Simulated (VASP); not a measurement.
Method: SCAN meta-GGA, VASP's PBE PAW potentials (set 64) (plane waves; VASP 6.6.1).

VASP ran on this input.

**INCAR**
```
! general
SYSTEM  = NaCl
PREC    = Accurate
ENCUT   = 520
LREAL   = .FALSE.
LASPH   = .TRUE.

! electronic loop
EDIFF   = 1E-6
NELM    = 100
ALGO    = Normal
LMIXTAU = .TRUE.

! smearing
ISMEAR  = 0
SIGMA   = 0.05

! functional
METAGGA = SCAN

! ions
IBRION  = 2
NSW     = 60
ISIF    = 3
EDIFFG  = -0.01

! output
LWAVE   = .FALSE.
LCHARG  = .FALSE.
```

**POSCAR**
```
NaCl
1
    0.0000000000     2.8200000000     2.8200000000
    2.8200000000     0.0000000000     2.8200000000
    2.8200000000     2.8200000000     0.0000000000
Na Cl
1 1
Direct
  0.0000000000   0.0000000000   0.0000000000
  0.5000000000   0.5000000000   0.5000000000
```

File KPOINTS:
```
kpoints
0
G
 7 7 7
```

POTCAR, in this order: Na_pv Cl (PBE.64 set). Program: vasp_std.

The resulting files:

### OUTCAR
```
 ion  position               nearest neighbor table
   1  0.000  0.000  0.000-
   2  0.500  0.500  0.500-
  LATTYP: Found a face centered cubic cell.
 ALAT       =     5.6400000000
 Subroutine PRICEL returns:
 Original cell was already a primitive cell.
 Subroutine GETGRP returns: Found 48 space group operations
The static configuration has the point symmetry O_h .
The dynamic configuration has the point symmetry O_h .
 Subroutine INISYM returns: Found 48 space group operations
 Subroutine IBZKPT returns following result:
 Found     20 irreducible k-points:

 Following reciprocal coordinates:
            Coordinates               Weight
  0.000000  0.000000  0.000000      1.000000
  0.142857  0.000000  0.000000      8.000000
  0.285714  0.000000  0.000000      8.000000
  0.428571  0.000000  0.000000      8.000000
  0.142857  0.142857  0.000000      6.000000
  0.285714  0.142857  0.000000     24.000000
  0.428571  0.142857  0.000000     24.000000
 -0.428571  0.142857  0.000000     24.000000
 -0.285714  0.142857  0.000000     24.000000
 -0.142857  0.142857  0.000000     12.000000
  0.285714  0.285714  0.000000      6.000000
  0.428571  0.285714  0.000000     24.000000
 -0.428571  0.285714  0.000000     24.000000
 -0.285714  0.285714  0.000000     12.000000
  0.428571  0.428571  0.000000      6.000000
 -0.428571  0.428571  0.000000     12.000000
  0.428571  0.285714  0.142857     24.000000
 -0.428571  0.285714  0.142857     48.000000
 -0.428571  0.428571  0.142857     24.000000
 -0.285714  0.428571  0.142857     24.000000
   k-points           NKPTS =     20   k-points in BZ     NKDIM =     20   number of bands    NBANDS=     11
   number of dos      NEDOS =    301   number of ions     NIONS =      2
   total plane-waves  NPLWV =  27000
   dimension x,y,z NGX =    30 NGY =   30 NGZ =   30
...
```

### OSZICAR
```
       N       E                     dE             d eps       ncg     rms          rms(c)
DAV:   1     0.883704657117E+02    0.88370E+02   -0.74656E+03   440   0.131E+03
DAV:   2    -0.903617552244E+01   -0.97407E+02   -0.91445E+02   482   0.293E+02
DAV:   3    -0.182558606368E+02   -0.92197E+01   -0.91564E+01   539   0.883E+01
DAV:   4    -0.184691766075E+02   -0.21332E+00   -0.21313E+00   494   0.146E+01
DAV:   5    -0.184740986670E+02   -0.49221E-02   -0.49217E-02   616   0.220E+00    0.219E+00
DAV:   6    -0.160220864938E+02    0.24520E+01   -0.87442E-01   461   0.104E+01    0.219E+00
DAV:   7    -0.160713680065E+02   -0.49282E-01   -0.22933E-01   458   0.677E+00    0.741E-01
DAV:   8    -0.165755590650E+02   -0.50419E+00   -0.30093E-01   446   0.557E+00    0.885E-01
DAV:   9    -0.162651563547E+02    0.31040E+00   -0.11101E-01   440   0.426E+00    0.534E-01
DAV:  10    -0.162980419478E+02   -0.32886E-01   -0.38414E-02   440   0.247E+00    0.239E-01
DAV:  11    -0.162780913075E+02    0.19951E-01   -0.15134E-02   440   0.193E+00    0.152E-01
DAV:  12    -0.162786024864E+02   -0.51118E-03   -0.12713E-04   554   0.158E-01    0.168E-01
DAV:  13    -0.162793179069E+02   -0.71542E-03   -0.16835E-03   440   0.648E-01    0.153E-02
DAV:  14    -0.162794322817E+02   -0.11437E-03   -0.13781E-04   446   0.167E-01    0.139E-02
DAV:  15    -0.162793910961E+02    0.41186E-04   -0.30625E-05   446   0.907E-02    0.153E-02
DAV:  16    -0.162794047110E+02   -0.13615E-04   -0.10428E-05   446   0.482E-02    0.409E-03
DAV:  17    -0.162793874459E+02    0.17265E-04   -0.36113E-06   440   0.270E-02    0.187E-03
DAV:  18    -0.162793909393E+02   -0.34935E-05   -0.35820E-06   440   0.299E-02    0.864E-04
DAV:  19    -0.162793941319E+02   -0.31926E-05   -0.11969E-06   446   0.174E-02    0.817E-04
DAV:  20    -0.162793948415E+02   -0.70955E-06   -0.24891E-08   256   0.235E-03
   1 F= -.16279395E+02 E0= -.16279395E+02  d E =-.162794E+02
       N       E                     dE             d eps       ncg     rms          rms(c)
DAV:   1    -0.163178941458E+02   -0.38500E-01   -0.81522E-01   497   0.143E+01    0.123E+00
DAV:   2    -0.162885935524E+02    0.29301E-01   -0.39533E-02   443   0.239E+00    0.519E-01
DAV:   3    -0.162837703510E+02    0.48232E-02   -0.12991E-02   455   0.147E+00    0.232E-01
DAV:   4    -0.162821519483E+02    0.16184E-02   -0.58355E-03   440   0.121E+00    0.439E-02
DAV:   5    -0.162843226682E+02   -0.21707E-02   -0.53213E-03   440   0.116E+00    0.235E-02
DAV:   6    -0.162842683622E+02    0.54306E-04   -0.11729E-03   440   0.534E-01    0.789E-03
DAV:   7    -0.162842281366E+02    0.40226E-04   -0.66624E-05   440   0.883E-02    0.574E-03
DAV:   8    -0.162842613078E+02   -0.33171E-04   -0.15689E-05   440   0.616E-02    0.286E-03
DAV:   9    -0.162842666719E+02   -0.53641E-05   -0.24012E-06   440   0.203E-02    0.833E-04
DAV:  10    -0.162842540088E+02    0.12663E-04   -0.11129E-06   440   0.178E-02    0.362E-04
DAV:  11    -0.162842547534E+02   -0.74463E-06   -0.33859E-08   250   0.272E-03
   2 F= -.16284255E+02 E0= -.16284255E+02  d E =-.485991E-02
       N       E                     dE             d eps       ncg     rms          rms(c)
DAV:   1    -0.163373843827E+02   -0.53130E-01   -0.12261E+00   497   0.176E+01    0.151E+00
DAV:   2    -0.162946048036E+02    0.42780E-01   -0.59162E-02   446   0.294E+00    0.639E-01
DAV:   3    -0.162852200988E+02    0.93847E-02   -0.18100E-02   455   0.175E+00    0.290E-01
DAV:   4    -0.162837873386E+02    0.14328E-02   -0.73933E-03   440   0.138E+00    0.617E-02
DAV:   5    -0.162857229609E+02   -0.19356E-02   -0.76814E-03   440   0.140E+00    0.287E-02
DAV:   6    -0.162858180640E+02   -0.95103E-04   -0.16933E-03   440   0.646E-01    0.116E-02
DAV:   7    -0.162857720718E+02    0.45992E-04   -0.15899E-04   440   0.167E-01    0.690E-03
DAV:   8    -0.162858532471E+02   -0.81175E-04   -0.22336E-05   440   0.696E-02    0.439E-03
DAV:   9    -0.162858936339E+02   -0.40387E-04   -0.15715E-05   440   0.655E-02    0.104E-03
DAV:  10    -0.162858826523E+02    0.10982E-04   -0.78031E-07   503   0.131E-02    0.439E-04
DAV:  11    -0.162858826997E+02   -0.47406E-07   -0.52798E-08   226   0.344E-03
   3 F= -.16285883E+02 E0= -.16285883E+02  d E =-.648786E-02
       N       E                     dE             d eps       ncg     rms          rms(c)
DAV:   1    -0.162913502096E+02   -0.54676E-02   -0.12659E-01   491   0.577E+00    0.471E-01
DAV:   2    -0.162870005833E+02    0.43496E-02   -0.62427E-03   440   0.967E-01    0.202E-01
DAV:   3    -0.162861563086E+02    0.84427E-03   -0.18948E-03   455   0.573E-01    0.869E-02
DAV:   4    -0.162857817244E+02    0.37458E-03   -0.11492E-03   440   0.536E-01    0.193E-02
DAV:   5    -0.162862004405E+02   -0.41872E-03   -0.11148E-03   440   0.530E-01    0.995E-03
DAV:   6    -0.162861806174E+02    0.19823E-04   -0.10438E-04   440   0.162E-01    0.358E-03
DAV:   7    -0.162861664682E+02    0.14149E-04   -0.64004E-06   440   0.292E-02    0.275E-03
DAV:   8    -0.162861667622E+02   -0.29401E-06   -0.10494E-06   446   0.156E-02
   4 F= -.16286167E+02 E0= -.16286167E+02  d E =-.677192E-02
```

OUTCAR:
```
------------------------ aborting loop because EDIFF is reached ----------------------------------------
  FORCE on cell =-STRESS in cart. coord.  units (eV):
  Direction    XX          YY          ZZ          XY          YZ          ZX
  --------------------------------------------------------------------------------------
  Total        0.0151810      0.0151810      0.0151810      0.0000000      0.0000000      0.0000000
  in kB        0.5631884      0.5631884      0.5631884      0.0000000      0.0000000      0.0000000
  external PRESSURE =       0.5631884 kB  Pullay stress =       0.0000000 kB
  volume of cell :       43.19
      direct lattice vectors                 reciprocal lattice vectors
    -0.000000000  2.784683675  2.784683675    -0.179553608  0.179553608  0.179553608
     2.784683675  0.000000000  2.784683675     0.179553608 -0.179553608  0.179553608
     2.784683675  2.784683675  0.000000000     0.179553608  0.179553608 -0.179553608
  FREE ENERGIE OF THE ION-ELECTRON SYSTEM (eV)
  ---------------------------------------------------
  free  energy   TOTEN  =       -16.2861667622 eV

  energy  without entropy=      -16.2861667622  energy(sigma->0) =      -16.28616676

 reached required accuracy - stopping structural energy minimisation
```
(Selected blocks of OUTCAR.)

**CONTCAR**
```
NaCl
   1.00000000000000
    -0.0000000000000000    2.7846836753133357    2.7846836753133357
     2.7846836753133357    0.0000000000000000    2.7846836753133357
     2.7846836753133357    2.7846836753133357    0.0000000000000000
  Na              Cl
     1     1
Direct
     0.0000000000000000    0.0000000000000000    0.0000000000000000
     0.5000000000000000    0.5000000000000000    0.5000000000000000
```

Energy and stress use the plane-wave basis of the starting cell.

The compound is NaCl in the rock salt structure. This run relaxes it. Symmetry was kept, so distortions that lower it aren't found.
